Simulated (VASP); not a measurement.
Method: SCAN meta-GGA, VASP's PBE PAW potentials (set 64) (plane waves; VASP).

Input for VASP

### KPOINTS
```
Automatic mesh
0
Gamma
11 11 11
0 0 0
```

**INCAR**
```
# general
SYSTEM  = Cr
PREC    = Accurate
ENCUT   = 520
LREAL   = .False.
LASPH   = .True.

# electronic loop
EDIFF   = 1E-6
NELM    = 100
ALGO    = Normal
LMAXMIX = 4
LMIXTAU = .True.

# smearing
ISMEAR  = 1
SIGMA   = 0.1

# functional
METAGGA = SCAN

# spin
ISPIN   = 2
MAGMOM  = 1.5 -1.5

# ions
IBRION  = 2
NSW     = 60
ISIF    = 3
EDIFFG  = -0.01

# output
LWAVE   = .False.
LCHARG  = .False.
LORBIT  = 10
```

File POSCAR:
```
Cr
1.0
  2.8800000000   0.0000000000   0.0000000000
  0.0000000000   2.8800000000   0.0000000000
  0.0000000000   0.0000000000   2.8800000000
Cr
2
Cart
  0.0000000000   0.0000000000   0.0000000000
  1.4400000000   1.4400000000   1.4400000000
```

POTCAR, in this order: Cr_pv (PBE.64 set). Program: vasp_std.

The resulting files:

OSZICAR:
```
       N       E                     dE             d eps       ncg     rms          rms(c)
DAV:   1     0.216135657844E+03    0.21614E+03   -0.14596E+04  3600   0.186E+03
DAV:   2    -0.362552506886E+02   -0.25239E+03   -0.25068E+03  3808   0.516E+02
DAV:   3    -0.450374859241E+02   -0.87822E+01   -0.87073E+01  4656   0.109E+02
DAV:   4    -0.451790620871E+02   -0.14158E+00   -0.14152E+00  4672   0.135E+01
DAV:   5    -0.451818191862E+02   -0.27571E-02   -0.27571E-02  5232   0.130E+00    0.223E+01
DAV:   6    -0.369551529466E+02    0.82267E+01   -0.35282E+01  3792   0.774E+01    0.861E+00
DAV:   7    -0.370729099516E+02   -0.11776E+00   -0.20655E+00  4256   0.180E+01    0.455E+00
DAV:   8    -0.371306991922E+02   -0.57789E-01   -0.51146E-01  4152   0.585E+00    0.236E+00
DAV:   9    -0.372268483772E+02   -0.96149E-01   -0.10762E+00  3992   0.615E+00    0.736E-01
DAV:  10    -0.372271095765E+02   -0.26120E-03   -0.71326E-02  5360   0.301E+00    0.811E-01
DAV:  11    -0.372245206349E+02    0.25889E-02   -0.62499E-03  5224   0.779E-01    0.381E-01
DAV:  12    -0.372246260874E+02   -0.10545E-03   -0.75436E-03  6056   0.635E-01    0.618E-01
DAV:  13    -0.372258419995E+02   -0.12159E-02   -0.18009E-03  3664   0.522E-01    0.249E-01
DAV:  14    -0.372269271654E+02   -0.10852E-02   -0.27934E-03  3616   0.648E-01    0.246E-01
DAV:  15    -0.372270381881E+02   -0.11102E-03   -0.42031E-03  3744   0.832E-01    0.567E-02
DAV:  16    -0.372259059503E+02    0.11322E-02   -0.25944E-03  3584   0.641E-01    0.188E-02
DAV:  17    -0.372259000912E+02    0.58591E-05   -0.36114E-05  7056   0.520E-02    0.266E-02
DAV:  18    -0.372259451349E+02   -0.45044E-04   -0.16610E-06  2592   0.167E-02    0.303E-02
DAV:  19    -0.372258706633E+02    0.74472E-04   -0.83908E-06  3856   0.355E-02    0.712E-03
DAV:  20    -0.372258734838E+02   -0.28206E-05   -0.11848E-06  2424   0.144E-02    0.317E-03
DAV:  21    -0.372258510948E+02    0.22389E-04   -0.67306E-07  1896   0.107E-02    0.411E-03
DAV:  22    -0.372258552302E+02   -0.41354E-05   -0.11817E-07  1832   0.422E-03    0.357E-03
DAV:  23    -0.372258623950E+02   -0.71647E-05   -0.25914E-08  1848   0.174E-03    0.185E-03
DAV:  24    -0.372258653154E+02   -0.29204E-05   -0.15232E-08  1832   0.137E-03    0.627E-04
DAV:  25    -0.372258684309E+02   -0.31156E-05   -0.55914E-09  1800   0.724E-04    0.122E-04
DAV:  26    -0.372258675549E+02    0.87607E-06   -0.27371E-09  1816   0.443E-04
   1 F= -.37225868E+02 E0= -.37225771E+02  d E =-.372259E+02  mag=     0.0000
       N       E                     dE             d eps       ncg     rms          rms(c)
DAV:   1    -0.406128048539E+02   -0.33869E+01   -0.74125E+01  3712   0.133E+02    0.202E+01
DAV:   2    -0.369689528414E+02    0.36439E+01   -0.21892E+01  4176   0.514E+01    0.150E+01
DAV:   3    -0.373104799830E+02   -0.34153E+00   -0.11980E+00  3776   0.116E+01    0.416E+00
DAV:   4    -0.372824427712E+02    0.28037E-01   -0.13000E-01  5120   0.424E+00    0.148E+00
DAV:   5    -0.372717606460E+02    0.10682E-01   -0.11807E-01  3712   0.377E+00    0.989E-01
DAV:   6    -0.372726225202E+02   -0.86187E-03   -0.40246E-02  4224   0.214E+00    0.745E-01
DAV:   7    -0.372714984104E+02    0.11241E-02   -0.26928E-02  3680   0.197E+00    0.470E-01
DAV:   8    -0.372706936943E+02    0.80472E-03   -0.14426E-02  3904   0.152E+00    0.139E-01
DAV:   9    -0.372708321942E+02   -0.13850E-03   -0.14072E-02  3648   0.151E+00    0.707E-02
DAV:  10    -0.372697800319E+02    0.10522E-02   -0.52088E-03  3768   0.916E-01    0.326E-02
DAV:  11    -0.372696696298E+02    0.11040E-03   -0.40834E-04  5104   0.228E-01    0.481E-02
DAV:  12    -0.372697096822E+02   -0.40052E-04   -0.10011E-05  4800   0.224E-02    0.337E-02
DAV:  13    -0.372697983400E+02   -0.88658E-04   -0.30851E-05  4304   0.710E-02    0.136E-02
DAV:  14    -0.372697719298E+02    0.26410E-04   -0.16146E-05  4056   0.484E-02    0.900E-03
DAV:  15    -0.372697758353E+02   -0.39055E-05   -0.54229E-06  4880   0.261E-02    0.102E-02
DAV:  16    -0.372697717364E+02    0.40988E-05   -0.53335E-07  2728   0.861E-03    0.509E-03
DAV:  17    -0.372697691190E+02    0.26175E-05   -0.26912E-07  2288   0.665E-03    0.156E-03
DAV:  18    -0.372697644679E+02    0.46511E-05   -0.11530E-07  2144   0.412E-03    0.432E-04
DAV:  19    -0.372697653307E+02   -0.86281E-06   -0.12190E-08  1856   0.909E-04
   2 F= -.37269765E+02 E0= -.37269771E+02  d E =-.438978E-01  mag=     0.0000
       N       E                     dE             d eps       ncg     rms          rms(c)
DAV:   1    -0.374227043116E+02   -0.15294E+00   -0.31805E+00  3616   0.262E+01    0.369E+00
DAV:   2    -0.372685725218E+02    0.15413E+00   -0.88778E-01  3856   0.112E+01    0.205E+00
DAV:   3    -0.372821485871E+02   -0.13576E-01   -0.11908E-01  3648   0.354E+00    0.995E-01
DAV:   4    -0.372742861270E+02    0.78625E-02   -0.18325E-02  4048   0.153E+00    0.243E-01
DAV:   5    -0.372741592541E+02    0.12687E-03   -0.32517E-03  4160   0.635E-01    0.163E-01
DAV:   6    -0.372736946048E+02    0.46465E-03   -0.47880E-03  3776   0.827E-01    0.139E-01
DAV:   7    -0.372764266827E+02   -0.27321E-02   -0.15494E-02  3632   0.151E+00    0.128E-01
DAV:   8    -0.372737545177E+02    0.26722E-02   -0.13909E-02  3584   0.145E+00    0.345E-02
DAV:   9    -0.372733426029E+02    0.41191E-03   -0.17020E-03  3744   0.512E-01    0.211E-02
DAV:  10    -0.372732835958E+02    0.59007E-04   -0.12945E-04  4560   0.136E-01    0.143E-02
DAV:  11    -0.372732773390E+02    0.62568E-05   -0.19515E-05  4960   0.447E-02    0.964E-03
DAV:  12    -0.372732891981E+02   -0.11859E-04   -0.84662E-06  4208   0.368E-02    0.656E-03
DAV:  13    -0.372733098892E+02   -0.20691E-04   -0.90344E-07  2352   0.118E-02    0.749E-03
DAV:  14    -0.372733076756E+02    0.22136E-05   -0.50740E-08  1992   0.229E-03    0.565E-03
DAV:  15    -0.372732997841E+02    0.78915E-05   -0.33411E-08  1888   0.212E-03    0.227E-03
DAV:  16    -0.372732984427E+02    0.13414E-05   -0.83284E-08  1904   0.338E-03    0.729E-04
DAV:  17    -0.372732996770E+02   -0.12343E-05   -0.34465E-08  1872   0.237E-03    0.391E-04
DAV:  18    -0.372732997832E+02   -0.10619E-06   -0.75691E-09  1904   0.780E-04
   3 F= -.37273300E+02 E0= -.37273295E+02  d E =-.474322E-01  mag=    -0.0000
       N       E                     dE             d eps       ncg     rms          rms(c)
DAV:   1    -0.372753354969E+02   -0.20358E-02   -0.41923E-02  3616   0.304E+00    0.425E-01
DAV:   2    -0.372737149270E+02    0.16206E-02   -0.12031E-02  3840   0.128E+00    0.251E-01
DAV:   3    -0.372730562592E+02    0.65867E-03   -0.17813E-03  3648   0.436E-01    0.120E-01
DAV:   4    -0.372732971145E+02   -0.24086E-03   -0.33027E-04  3856   0.205E-01    0.278E-02
DAV:   5    -0.372732691630E+02    0.27952E-04   -0.53799E-05  3888   0.816E-02    0.189E-02
DAV:   6    -0.372733524538E+02   -0.83291E-04   -0.12237E-04  3584   0.131E-01    0.166E-02
DAV:   7    -0.372733251405E+02    0.27313E-04   -0.33586E-04  3616   0.222E-01    0.167E-02
DAV:   8    -0.372733098459E+02    0.15295E-04   -0.22658E-04  3584   0.184E-01    0.497E-03
DAV:   9    -0.372733250920E+02   -0.15246E-04   -0.26901E-05  3744   0.642E-02    0.271E-03
DAV:  10    -0.372733248510E+02    0.24098E-06   -0.41147E-06  4192   0.250E-02
   4 F= -.37273325E+02 E0= -.37273329E+02  d E =-.474573E-01  mag=    -0.0000
```

File OUTCAR:
```
------------------------ aborting loop because EDIFF is reached ----------------------------------------
  FORCE on cell =-STRESS in cart. coord.  units (eV):
  Direction    XX          YY          ZZ          XY          YZ          ZX
  --------------------------------------------------------------------------------------
  Total        0.0142341      0.0142341      0.0142341      0.0000000      0.0000000     -0.0000000
  in kB        0.8872597      0.8872597      0.8872597      0.0000000      0.0000000     -0.0000000
  external PRESSURE =       0.8872597 kB  Pullay stress =       0.0000000 kB
  volume of cell :       25.70
      direct lattice vectors                 reciprocal lattice vectors
     2.951185677  0.000000000  0.000000000     0.338846860 -0.000000000  0.000000000
     0.000000000  2.951185677  0.000000000    -0.000000000  0.338846860 -0.000000000
    -0.000000000  0.000000000  2.951185677    -0.000000000 -0.000000000  0.338846860
 POSITION                                       TOTAL-FORCE (eV/Angst)
 -----------------------------------------------------------------------------------
      0.00000      0.00000      0.00000         0.000000      0.000000      0.000000
      1.47559      1.47559      1.47559        -0.000000     -0.000000     -0.000000
 -----------------------------------------------------------------------------------
    total drift:                                0.000000      0.000000     -0.000000
  FREE ENERGIE OF THE ION-ELECTRON SYSTEM (eV)
  ---------------------------------------------------
  free  energy   TOTEN  =       -37.2733248510 eV

  energy  without entropy=      -37.2733373104  energy(sigma->0) =      -37.27332900

 total charge

# of ion       s       p       d       tot
------------------------------------------
    1        0.600   6.363   4.070  11.033
    2        0.600   6.363   4.070  11.033
--------------------------------------------------
tot          1.200  12.727   8.139  22.066

 magnetization (x)

# of ion       s       p       d       tot
------------------------------------------
    1        0.057   0.044   2.464   2.566
    2       -0.057  -0.044  -2.464  -2.566
--------------------------------------------------
tot          0.000   0.000   0.000   0.000

 reached required accuracy - stopping structural energy minimisation
```
(Selected blocks of OUTCAR.)

### CONTCAR
```
Cr
   1.00000000000000
     2.9511856772991893    0.0000000000000000    0.0000000000000000
     0.0000000000000000    2.9511856772991893    0.0000000000000000
    -0.0000000000000000    0.0000000000000000    2.9511856772991893
  Cr
     2
Direct
     0.0000000000000000    0.0000000000000000    0.0000000000000000
     0.5000000000000000    0.5000000000000000    0.5000000000000000
```

Energy and stress use the plane-wave basis of the starting cell.

The compound is Cr in the bcc, AFM order structure. This run relaxes it. Symmetry was kept, so distortions that lower it aren't found.
